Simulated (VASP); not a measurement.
OSZICAR of a VASP run on WSe (relaxed from the wurtzite structure, space group P6_3mc):

### OSZICAR
```
       N       E                     dE             d eps       ncg     rms          rms(c)
DAV:   1     0.369934774651E+03    0.36993E+03   -0.20598E+04  2184   0.146E+03
DAV:   2    -0.183128714335E+02   -0.38825E+03   -0.38411E+03  2296   0.441E+02
DAV:   3    -0.359712297006E+02   -0.17658E+02   -0.17458E+02  2640   0.886E+01
DAV:   4    -0.362426453284E+02   -0.27142E+00   -0.27067E+00  2328   0.115E+01
DAV:   5    -0.362476122087E+02   -0.49669E-02   -0.49644E-02  2696   0.142E+00    0.282E+01
DAV:   6    -0.350485014975E+02    0.11991E+01   -0.45595E+00  2640   0.147E+01    0.107E+01
DAV:   7    -0.348241518949E+02    0.22435E+00   -0.74834E-01  2600   0.467E+00    0.296E+00
DAV:   8    -0.348048322548E+02    0.19320E-01   -0.10140E-01  2512   0.194E+00    0.532E-01
DAV:   9    -0.348028082944E+02    0.20240E-02   -0.46787E-03  2712   0.499E-01    0.260E-01
DAV:  10    -0.348024998724E+02    0.30842E-03   -0.13209E-03  2272   0.304E-01    0.434E-02
DAV:  11    -0.348024931333E+02    0.67391E-05   -0.89963E-05  2472   0.742E-02    0.178E-02
DAV:  12    -0.348024936484E+02   -0.51501E-06   -0.10156E-05  2264   0.209E-02    0.434E-03
DAV:  13    -0.348024936275E+02    0.20882E-07   -0.74060E-07  1360   0.700E-03
   1 F= -.34802494E+02 E0= -.34802016E+02  d E =-.348025E+02
       N       E                     dE             d eps       ncg     rms          rms(c)
DAV:   1    -0.348103947273E+02   -0.79011E-02   -0.25325E-01  2016   0.430E+00    0.469E-01
DAV:   2    -0.348041092607E+02    0.62855E-02   -0.20528E-02  2296   0.956E-01    0.235E-01
DAV:   3    -0.348025393356E+02    0.15699E-02   -0.42872E-03  2576   0.399E-01    0.714E-02
DAV:   4    -0.348024776663E+02    0.61669E-04   -0.35995E-04  2432   0.125E-01    0.248E-02
DAV:   5    -0.348024742346E+02    0.34317E-05   -0.16220E-05  2528   0.284E-02    0.113E-02
DAV:   6    -0.348024739487E+02    0.28589E-06   -0.64474E-06  2056   0.143E-02
   2 F= -.34802474E+02 E0= -.34802121E+02  d E =0.196788E-04
       N       E                     dE             d eps       ncg     rms          rms(c)
DAV:   1    -0.348049844115E+02   -0.25102E-02   -0.66504E-02  2016   0.220E+00    0.240E-01
DAV:   2    -0.348033218993E+02    0.16625E-02   -0.54350E-03  2296   0.501E-01    0.120E-01
DAV:   3    -0.348029144243E+02    0.40748E-03   -0.11117E-03  2528   0.205E-01    0.372E-02
DAV:   4    -0.348028998388E+02    0.14585E-04   -0.96304E-05  2504   0.646E-02    0.126E-02
DAV:   5    -0.348028997038E+02    0.13498E-06   -0.40779E-06  2080   0.145E-02
   3 F= -.34802900E+02 E0= -.34802484E+02  d E =-.406076E-03
       N       E                     dE             d eps       ncg     rms          rms(c)
DAV:   1    -0.348049676822E+02   -0.20678E-02   -0.58111E-02  2088   0.242E+00    0.498E-01
DAV:   2    -0.348031814710E+02    0.17862E-02   -0.65000E-03  2248   0.653E-01    0.110E-01
DAV:   3    -0.348028677883E+02    0.31368E-03   -0.79607E-04  2456   0.185E-01    0.532E-02
DAV:   4    -0.348028389877E+02    0.28801E-04   -0.91615E-05  2352   0.675E-02    0.440E-02
DAV:   5    -0.348028320550E+02    0.69327E-05   -0.11761E-05  2376   0.259E-02    0.873E-03
DAV:   6    -0.348028304525E+02    0.16025E-05   -0.30725E-06  1864   0.974E-03    0.148E-03
DAV:   7    -0.348028305483E+02   -0.95829E-07   -0.25065E-07  1112   0.408E-03
   4 F= -.34802831E+02 E0= -.34802437E+02  d E =0.691555E-04
       N       E                     dE             d eps       ncg     rms          rms(c)
DAV:   1    -0.348037647031E+02   -0.93425E-03   -0.22602E-02  2080   0.151E+00    0.312E-01
DAV:   2    -0.348030614419E+02    0.70326E-03   -0.24914E-03  2232   0.406E-01    0.687E-02
DAV:   3    -0.348029423267E+02    0.11912E-03   -0.31070E-04  2432   0.117E-01    0.338E-02
DAV:   4    -0.348029350329E+02    0.72938E-05   -0.36065E-05  2360   0.421E-02    0.274E-02
DAV:   5    -0.348029373211E+02   -0.22882E-05   -0.43480E-06  1992   0.162E-02    0.565E-03
DAV:   6    -0.348029379226E+02   -0.60151E-06   -0.13664E-06  1136   0.882E-03
   5 F= -.34802938E+02 E0= -.34802531E+02  d E =-.382188E-04
```

Which electronic solver shows in the log?

It is blocked Davidson (ALGO = Normal, or the opening steps of other solvers). The INCAR had ALGO = Normal.

Can the final energy be trusted as converged?

The run converged. It stopped with EDIFF = 1E-6, NELM = 100, NSW = 60 and EDIFFG = -0.02 after 5 ionic steps (PBEsol GGA, plane waves, VASP's PBE PAW potentials (set 64)).

The structure was generated: WSe was put into the wurtzite type (P6_3mc), which need not be its known phase. This run relaxes it. Symmetry was kept, so distortions that lower it aren't found. The start is the result of an earlier pass.
